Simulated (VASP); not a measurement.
# La2RuO4 (I4/mmm) in VASP: notebook

Runs on La2RuO4. Level: r2SCAN. Tasks: single point.

Everything below comes from runs of VASP 6.6.1. Logs are shortened: lines on timing, memory, paths and dates and some standing lists are left out, and cuts for length are marked.

## 1. Starting point

It takes space group I4/mmm (No. 139, tetragonal). Conventional cell: a = 3.854 Å, b = 3.854 Å, c = 12.683 Å, α = 90.00°, β = 90.00°, γ = 90.00°. Around La (site symmetry 4mm) lie 9 O at 2.41 to 2.73 Å. Ru (site symmetry 4/mmm) has 6 O at 1.93 to 2.06 Å as nearest neighbours. Around O (site symmetry mmm) lie 2 Ru at 1.93 Å. Around O (site symmetry 4mm) lie 1 Ru at 2.06 Å.

The cell was built by a generator and needn't be a form met in nature.

## 2. Single point, r2SCAN

The input, POSCAR:

```
La2RuO4
1.0
    0.0000000000      3.8536000000      0.0000000000
    3.8536000000      0.0000000000      0.0000000000
    1.9267995000      1.9267995000     -6.3413264500
La Ru O
2 1 4
Direct
    0.3526000000      0.3526000000      0.2948000000
    0.6474000000      0.6474000000      0.7052000000
    0.0000000000      0.0000000000      0.0000000000
    0.5000000000      0.0000000000      0.0000000000
    0.0000000000      0.5000000000      0.0000000000
    0.1625000000      0.1625000000      0.6750000000
    0.8375000000      0.8375000000      0.3250000000
```

The input, INCAR.step1:

```
SYSTEM = La2RuO4
PREC = Accurate ; ENCUT = 520
ISMEAR = -1 ; SIGMA = 0.1
LREAL = .False. ; LASPH = .True.
NELM = 100 ; NBANDS = 39
GGA = PE ; ALGO = Normal
EDIFF = 1E-4 ; LWAVE = .True.
LCHARG = .False.
```

The input, INCAR.step2:

```
SYSTEM = La2RuO4
PREC = Accurate ; ENCUT = 520
EDIFF = 1E-6 ; ISMEAR = -1
SIGMA = 0.1 ; LREAL = .False.
LASPH = .True. ; NELM = 100
ALGO = Normal ; ISIF = 2
LWAVE = .False. ; LCHARG = .False.
METAGGA = R2SCAN ; LMIXTAU = .True.
NBANDS = 39 ; ISTART = 1
```

The input, KPOINTS:

```
regular mesh
0
Gamma
  5 5 5
  0 0 0
```

Potentials or basis: VASP PAW PBE potentials, release 64 (La, Ru_pv, O).

On the command line:

```
> cat potpaw_PBE.64/La/POTCAR potpaw_PBE.64/Ru_pv/POTCAR potpaw_PBE.64/O/POTCAR > POTCAR
> cp INCAR.step1 INCAR
> mpirun -np 1 vasp_std > vasp.out
> cp INCAR.step2 INCAR
> mpirun -np 1 vasp_std > vasp.out
```

OUTCAR:

```text
SYSTEM = La2RuO4
   PREC = Accurate
   ENCUT = 520
   EDIFF = 1E-6
   ISMEAR = -1
   LREAL = .False.
   LASPH = .True.
   NELM = 100
   ISIF = 2
   METAGGA = R2SCAN
   ISTART = 1

 ion  position               nearest neighbor table
   1  0.353  0.353  0.295-   6 2.41   5 2.68   4 2.68   4 2.68   5 2.68   7 2.73   7 2.73   7 2.73
                             7 2.73   3 3.30   3 3.30   3 3.30   3 3.30
   2  0.647  0.647  0.705-   7 2.41   5 2.68   4 2.68   4 2.68   5 2.68   6 2.73   6 2.73   6 2.73
                             6 2.73   3 3.30   3 3.30   3 3.30   3 3.30
   3  0.000  0.000  0.000-   4 1.93   5 1.93   5 1.93   4 1.93   6 2.06   7 2.06   1 3.30   2 3.30
                             1 3.30   2 3.30   1 3.30   2 3.30   2 3.30   1 3.30
   4  0.500  0.000  0.000-   3 1.93   3 1.93   1 2.68   2 2.68   1 2.68   2 2.68
   5  0.000  0.500  0.000-   3 1.93   3 1.93   1 2.68   2 2.68   2 2.68   1 2.68
   6  0.163  0.163  0.675-   3 2.06   1 2.41   2 2.73   2 2.73   2 2.73   2 2.73
   7  0.837  0.837  0.325-   3 2.06   2 2.41   1 2.73   1 2.73   1 2.73   1 2.73

  LATTYP: Found a body centered tetragonal cell.
 ALAT       =     3.8536000000
 C/A-ratio  =     3.2911181493

  Lattice vectors:

 A1 = (  -1.9267995000,   1.9268005000,   6.3413264500)
 A2 = (   1.9268005000,  -1.9267995000,   6.3413264500)
 A3 = (   1.9267995000,   1.9267995000,  -6.3413264500)

Analysis of symmetry for initial positions (statically):
=====================================================================
 Subroutine PRICEL returns:
 Original cell was already a primitive cell.

 Routine SETGRP: Setting up the symmetry group for a
 body centered tetragonal supercell.

 Subroutine GETGRP returns: Found 16 space group operations
 (whereof 16 operations were pure point group operations)
 out of a pool of 16 trial point group operations.

The static configuration has the point symmetry D_4h.

Analysis of symmetry for dynamics (positions and initial velocities):
=====================================================================
 Subroutine PRICEL returns:
 Original cell was already a primitive cell.

 Routine SETGRP: Setting up the symmetry group for a
 body centered tetragonal supercell.

 Subroutine GETGRP returns: Found 16 space group operations
 (whereof 16 operations were pure point group operations)
 out of a pool of 16 trial point group operations.

The dynamic configuration has the point symmetry D_4h.

 Subroutine INISYM returns: Found 16 space group operations
 (whereof 16 operations are pure point group operations),
 and found     1 'primitive' translations

----------------------------------------------------------------------------------------

                                     Primitive cell

  volume of cell :      94.1702

  direct lattice vectors                    reciprocal lattice vectors
     0.000000000  3.853600000  0.000000000     0.000000000  0.259497613  0.078847836
     3.853600000  0.000000000  0.000000000     0.259497613  0.000000000  0.078847836
     1.926799500  1.926799500 -6.341326450     0.000000000  0.000000000 -0.157695714

  length of vectors
     3.853600000  3.853600000  6.901994912     0.271212080  0.271212080  0.157695714

  position of ions in fractional coordinates (direct lattice)
     0.352600000  0.352600000  0.294800000
     0.647400000  0.647400000  0.705200000
     0.000000000  0.000000000  0.000000000
     0.500000000  0.000000000  0.000000000
     0.000000000  0.500000000  0.000000000
     0.162500000  0.162500000  0.675000000
     0.837500000  0.837500000  0.325000000

  ion indices of the primitive-cell ions
   primitive index   ion index
                 1           1
                 2           2
                 3           3
                 4           4
                 5           5
                 6           6
                 7           7

----------------------------------------------------------------------------------------

 KPOINTS: regular mesh

Automatic generation of k-mesh.
 Grid dimensions read from file:
 generate k-points for:    5    5    5

 Generating k-lattice:

  Cartesian coordinates                     Fractional coordinates (reciprocal lattice)
     0.000000000  0.051899523  0.015769567     0.200000000  0.000000000  0.000000000
     0.051899523  0.000000000  0.015769567     0.000000000  0.200000000  0.000000000
     0.000000000  0.000000000 -0.031539143     0.000000000  0.000000000  0.200000000

  Length of vectors
     0.054242416  0.054242416  0.031539143

  Shift w.r.t. Gamma in fractional coordinates (k-lattice)
     0.000000000  0.000000000  0.000000000

 Subroutine IBZKPT returns following result:
 ===========================================

 Found     18 irreducible k-points:

 Following reciprocal coordinates:
            Coordinates               Weight
  0.000000  0.000000  0.000000      1.000000
  0.200000  0.000000  0.000000      8.000000
  0.400000  0.000000  0.000000      8.000000
  0.200000  0.200000  0.000000      8.000000
  0.400000  0.200000  0.000000     16.000000
 -0.400000  0.200000 -0.000000     16.000000
[... 10 lines left out ...]
  0.000000  0.000000  0.400000      2.000000
 -0.200000  0.000000  0.400000      4.000000
   k-points           NKPTS =     18   k-points in BZ     NKDIM =     18   number of bands    NBANDS=     39
   number of dos      NEDOS =    301   number of ions     NIONS =      7
   total plane-waves  NPLWV =  48600
   dimension x,y,z NGX =    30 NGY =   30 NGZ =   54
   dimension x,y,z NGXF=    60 NGYF=   60 NGZF=  108
   ions per type =               2   1   4
   NGX,Y,Z   is equivalent  to a cutoff of  12.94, 12.94, 13.01 a.u.
   NGXF,Y,Z  is equivalent  to a cutoff of  25.88, 25.88, 26.01 a.u.
 SYSTEM =  La2RuO4
   PREC   = accura    normal or accurate (medium, high low for compatibility)
   ISTART =      1    job   : 0-new  1-cont  2-samecut
   ICHARG =      0    charge: 1-file 2-atom 10-const
   ISPIN  =      1    spin polarized calculation?
   LNONCOLLINEAR =      F non collinear calculations
   LSORBIT =      F    spin-orbit coupling
   LASPH  =      T    aspherical Exc in radial PAW
   ENCUT  =  520.0 eV  38.22 Ry    6.18 a.u.   7.17  7.17 12.83*2*pi/ulx,y,z
   NELM   =    100;   NELMIN=  2; NELMDL=  0     # of ELM steps
   EDIFF  = 0.1E-05   stopping-criterion for ELM
   LREAL  =      F    real-space projection
   EDIFFG = 0.1E-04   stopping-criterion for IOM
   NSW    =      0    number of steps for IOM
   IBRION =     -1    ionic relax: 0-MD 1-quasi-New 2-CG
   NFREE  =      0    steps in history (QN), initial steepest desc. (CG)
   ISIF   =      2    stress and relaxation
   ISYM   =      2    0-nonsym 1-usesym 2-fastsym
   POTIM  = 0.5000    time-step for ionic-motion
   TEBEG  =    0.0;   TEEND  =   0.0 temperature during run
   PSTRESS=    0.0 pullay stress
   NELECT =      60.0000    total number of electrons
   NUPDOWN=      -1.0000    fix difference up-down
   EMIN   =  10.00;   EMAX   =-10.00  energy-range for DOS
   EFERMI =   0.00;   METHOD = LEGACY
   ISMEAR =    -1;   SIGMA  =   0.10  broadening in eV -4-tet -1-fermi 0-gaus
   EFERMI_NEDOS =   21; number of points for ismear=-14 and -15
   IALGO  =     38    algorithm
   IMIX   =      4    mixing-type and parameters
     AMIX     =   0.40;   BMIX     =  1.00
     AMIX_MAG =   1.60;   BMIX_MAG =  1.00
  volume/ion in A,a.u.               =      13.45        90.78
  Fermi-wavevector in a.u.,A,eV,Ry     =   1.408707  2.662071 27.000169  1.984456
  Thomas-Fermi vector in A             =   2.530838
   LORBIT       =      0    0 simple, 1 ext, 2 COOP (PROOUT), +10 PAW based schemes
   METAGGA = R2SCAN    functional components
   LHFCALC =     F    Hartree Fock is set to
   AEXX    =    0.0000 exact exchange contribution
   IVDW    =     0    specifies the selected vdW correction
   LEPSILON=     F    determine dielectric tensor
   LRPA    =     F    only Hartree local field effects (RPA)
 non-spin polarized calculation
  energy-cutoff  :      520.00
  volume of cell :       94.17
 maximum number of plane-waves:      2547
 NGX is ok and might be reduce to    30
   NGX = 15   NGY = 15   NGZ = 25

 number of electron      59.9999999 magnetization

 Free energy of the ion-electron system (eV)
  ---------------------------------------------------
  ext. energy  EPLUGINS =         0.00000000
  ---------------------------------------------------
  free energy    TOTEN  =      -126.83295430 eV

  energy without entropy =     -126.76509990  energy(sigma->0) =     -126.79902710

 E-fermi :  11.0846     XC(G=0): -12.3167

 val. band max:       10.8972884336   @ k =   0.4000   0.4000   0.0000
 cond. band min:      11.1112055311   @ k =   0.2000   0.0000   0.0000
 fundamental gap:      0.2139170975
 Fermi energy:        11.0845863424

 k-point     1 :       0.0000    0.0000    0.0000
  band No.  band energies     occupation
      1     -33.9390      2.00000
      2     -33.9390      2.00000
      3     -33.7870      2.00000
      4     -23.6673      2.00000
      5     -23.4414      2.00000
      6     -11.3843      2.00000
[... 31 lines left out ...]
     38      13.0032      0.00000
     39      13.0033      0.00000

 k-point     2 :       0.2000    0.0000    0.0000
  band No.  band energies     occupation
      1     -33.9536      2.00000
      2     -33.9383      2.00000
      3     -33.7862      2.00000
      4     -23.6222      2.00000
      5     -23.4402      2.00000
      6     -11.2050      2.00000
[... 31 lines left out ...]
     38      13.0157      0.00000
     39      13.1827      0.00000

 k-point     3 :       0.4000    0.0000    0.0000
  band No.  band energies     occupation
      1     -33.9770      2.00000
      2     -33.9372      2.00000
      3     -33.7848      2.00000
      4     -23.5318      2.00000
      5     -23.4542      2.00000
      6     -11.2340      2.00000
[... 31 lines left out ...]
     38      13.0780      0.00000
     39      13.2172      0.00000

 k-point     4 :       0.2000    0.2000    0.0000
  band No.  band energies     occupation
      1     -33.9530      2.00000
      2     -33.9526      2.00000
      3     -33.7854      2.00000
      4     -23.5769      2.00000
      5     -23.4419      2.00000
      6     -11.0873      2.00000
[... 31 lines left out ...]
     38      13.1269      0.00000
     39      13.1951      0.00000
[... 502 lines left out ...]
     38      13.1653      0.00000
     39      13.1827      0.00000

 k-point    17 :       0.0000    0.0000    0.4000
  band No.  band energies     occupation
      1     -33.9390      2.00000
      2     -33.9390      2.00000
      3     -33.7870      2.00000
      4     -23.6198      2.00000
      5     -23.4909      2.00000
      6     -11.4440      2.00000
[... 31 lines left out ...]
     38      12.8907      0.00000
     39      12.8907      0.00000

 k-point    18 :      -0.2000    0.0000    0.4000
  band No.  band energies     occupation
      1     -33.9536      2.00000
      2     -33.9383      2.00000
      3     -33.7862      2.00000
      4     -23.5758      2.00000
      5     -23.4879      2.00000
      6     -11.3815      2.00000
[... 31 lines left out ...]
     38      12.9413      0.00000
     39      13.1156      0.00000

------------------------ aborting loop because EDIFF is reached ----------------------------------------

  FORCE on cell =-STRESS in cart. coord.  units (eV):
  Direction    XX          YY          ZZ          XY          YZ          ZX
  --------------------------------------------------------------------------------------
  -------------------------------------------------------------------------------------
  Total        7.5258007      7.5258007     -2.2601382     -0.0000000     -0.0000002     -0.0000002
  in kB      128.0412533    128.0412533    -38.4531741     -0.0000000     -0.0000030     -0.0000030
  external PRESSURE =      72.5431108 kB  Pullay stress =       0.0000000 kB

 VOLUME and BASIS-vectors are now :
 -----------------------------------------------------------------------------
  energy-cutoff  :      520.00
  volume of cell :       94.17
      direct lattice vectors                 reciprocal lattice vectors
     0.000000000  3.853600000  0.000000000     0.000000000  0.259497613  0.078847836
     3.853600000  0.000000000  0.000000000     0.259497613  0.000000000  0.078847836
     1.926799500  1.926799500 -6.341326450     0.000000000  0.000000000 -0.157695714

 POSITION                                       TOTAL-FORCE (eV/Angst)
 -----------------------------------------------------------------------------------
      1.92680      1.92680     -1.86942         0.000000      0.000000      1.593193
      3.85360      3.85360     -4.47190        -0.000000     -0.000000     -1.593193
      0.00000      0.00000      0.00000         0.000000      0.000000      0.000000
      0.00000      1.92680      0.00000         0.000000      0.000000      0.000000
      1.92680      0.00000      0.00000         0.000000      0.000000      0.000000
      1.92680      1.92680     -4.28040         0.000000      0.000000      1.349366
      3.85360      3.85360     -2.06093        -0.000000     -0.000000     -1.349366
 -----------------------------------------------------------------------------------
    total drift:                                0.000000      0.000000     -0.000000

  FREE ENERGIE OF THE ION-ELECTRON SYSTEM (eV)
  ---------------------------------------------------
  free  energy   TOTEN  =      -126.8329543005 eV

  energy  without entropy=     -126.7650999010  energy(sigma->0) =     -126.79902710
```

It took 4.3 min on 1 thread of Intel Xeon Platinum 8488C (Sapphire Rapids), shared host; peak memory 0.26 GiB.

Results:

```
Free energy            : -126.8330 eV
Pressure               : 7.3 GPa
Largest force          : 1.593 eV/Å
Band gap on the k mesh : none (metal or under the smearing width)
```

Forces on the atoms (eV/Å):
```
La   0.000  0.000  1.593
La   0.000  0.000 -1.593
Ru   0.000  0.000  0.000
O    0.000  0.000  0.000
O    0.000  0.000  0.000
O    0.000  0.000  1.349
O    0.000  0.000 -1.349
```

Stress tensor (GPa, compression positive):
```
12.80  0.00  0.00
 0.00 12.80  0.00
 0.00  0.00 -3.85
```

Caveat: the PAW data sets were made with another functional, which shifts forces and pressure a little. The run has no spin-orbit coupling, so splittings on La are missing.

## 3. Single point, r2SCAN

POSCAR is that of step 2.

The input, INCAR.step1:

```
ALGO = Normal ; EDIFF = 1E-4
ENCUT = 520 ; GGA = PE
ISMEAR = -1 ; LASPH = True
LCHARG = False ; LREAL = False
LWAVE = True ; NBANDS = 39
NELM = 100 ; PREC = Accurate
SIGMA = 0.1
```

The input, INCAR.step2:

```
ALGO = Normal ; EDIFF = 1E-6
ENCUT = 520 ; ISIF = 2
ISMEAR = -1 ; ISTART = 1
LASPH = True ; LCHARG = True
LELF = True ; LMIXTAU = True
LREAL = False ; LVHAR = True
LWAVE = False ; METAGGA = R2SCAN
NBANDS = 39 ; NELM = 100
PREC = Accurate ; SIGMA = 0.1
```

The input, KPOINTS:

```
k-points
0
Gamma
  5 5 5
```

Potentials or basis: VASP PAW PBE potentials, release 64 (La, Ru_pv, O).

On the command line:

```
> cat potpaw_PBE.64/La/POTCAR potpaw_PBE.64/Ru_pv/POTCAR potpaw_PBE.64/O/POTCAR > POTCAR
> cp INCAR.step1 INCAR
> mpirun -np 1 vasp_std > vasp.out
> cp INCAR.step2 INCAR
> mpirun -np 1 vasp_std > vasp.out
```

Wall time 4.4 min (1 thread of Intel Xeon Platinum 8488C (Sapphire Rapids), shared host); peak memory 0.26 GiB.

It converged, with:

```
Free energy            : -126.8330 eV
Pressure               : 7.3 GPa
Largest force          : 1.593 eV/Å
Band gap on the k mesh : none (metal or under the smearing width)
```

Forces in eV/Å, atoms in the order of the input:
```
La   0.000  0.000  1.593
La   0.000  0.000 -1.593
Ru   0.000  0.000  0.000
O    0.000  0.000  0.000
O    0.000  0.000  0.000
O    0.000  0.000  1.349
O    0.000  0.000 -1.349
```

Stress tensor (GPa, compression positive):
```
12.80  0.00  0.00
 0.00 12.80  0.00
 0.00  0.00 -3.85
```

Levels at points of the mesh, in eV from the Fermi level:
| k point | band 27 | band 28 | band 29 | band 30 | band 31 | band 32 | band 33 | band 34 |
| --- | --- | --- | --- | --- | --- | --- | --- | --- |
| (0.00, 0.00, 0.00) | -4.29 | -3.05 | -2.35 | -2.35 | -0.58 | 0.59 | 0.97 | 1.01 |

Caveat: the PAW data sets were made with another functional, which shifts forces and pressure a little.
